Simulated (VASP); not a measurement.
Input:

```
CELL_PARAMETERS angstrom
      0.00000     2.27999     2.27999
      2.27999     0.00000     2.27999
      2.27999     2.27999     0.00000
ATOMIC_POSITIONS crystal
  Co 0.00000 0.00000 0.00000
  P  0.50000 0.50000 0.50000
```

All values below come from PBEsol GGA, VASP's PBE PAW potentials (set 64) (plane waves; VASP). Settings: 400 eV cut-off, 15×15×15 Γ-centred mesh, tetrahedra with Blöchl corrections, potentials Co P.

### Question
Tabulate the total density of states (states/eV per cell) against energy (eV; zero at the valence-band maximum or, without a gap, the Fermi level).

### Answer

```
E (eV) | DOS (states/eV)
    -9.98 |  0.00
    -9.86 |  0.00
    -9.62 |  0.00
    -9.50 |  0.00
    -9.26 |  0.00
    -9.14 |  0.00
    -8.90 |  0.00
    -8.78 |  0.00
    -8.66 |  0.00
    -8.42 |  0.00
    -8.30 |  0.00
    -8.06 |  0.00
    -7.94 |  0.00
    -7.82 |  0.06
    -7.58 | # 0.19
    -7.46 | # 0.22
    -7.22 | # 0.30
    -7.10 | ## 0.35
    -6.86 | ## 0.45
    -6.74 | ## 0.51
    -6.62 | ### 0.58
    -6.38 | ##### 1.04
    -6.26 | ######## 1.59
    -6.02 | ####### 1.41
    -5.90 | #### 0.87
    -5.78 | ### 0.61
    -5.54 | ### 0.54
    -5.42 | #### 0.73
    -5.18 | #### 0.93
    -5.06 | ##### 1.00
    -4.82 | ##### 1.12
    -4.70 | ###### 1.16
    -4.58 | ###### 1.20
    -4.34 | ###### 1.35
    -4.22 | ####### 1.47
    -3.98 | ########## 2.14
    -3.86 | ###################### 4.56
    -3.74 | ################ 3.34
    -3.50 | ########## 2.00
    -3.38 | ######## 1.66
    -3.14 | ###### 1.22
    -3.02 | ##### 1.07
    -2.78 | #### 0.81
    -2.66 | ### 0.70
    -2.54 | ### 0.59
    -2.30 | # 0.31
    -2.18 | ### 0.66
    -1.94 | ######## 1.56
    -1.82 | ######### 1.95
    -1.70 | ########### 2.29
    -1.46 | ############## 2.96
    -1.34 | ################# 3.45
    -1.10 | ############################## 6.26
    -0.98 | #################### 4.22
    -0.74 | ###### 1.36
    -0.62 | #################### 4.24
    -0.50 | ################## 3.82
    -0.26 | ######### 1.92
    -0.14 | ######## 1.69
     0.10 | ######### 1.92
     0.22 | ######## 1.71
     0.34 | ####### 1.52
     0.58 | ###### 1.35
     0.70 | ###### 1.27
     0.94 | ###### 1.18
     1.06 | ###### 1.15
     1.30 | ##### 1.06
     1.42 | ##### 1.08
     1.54 | ##### 1.04
     1.78 | #### 0.91
     1.90 | #### 0.83
     2.14 | #### 0.78
     2.26 | #### 0.78
     2.38 | #### 0.77
     2.62 | #### 0.73
     2.74 | ### 0.70
     2.98 | ### 0.66
     3.10 | ### 0.64
     3.34 | ### 0.60
     3.46 | ### 0.59
```
Within 2 eV below the Fermi level the largest weight inside VASP's projection spheres is Co d.

The structure was generated: CoP was put into the rock salt type (Fm-3m), which need not be its known phase. It was relaxed first, which changed the volume by -26 %. The run is not spin-polarised, so no magnetic state was tried.
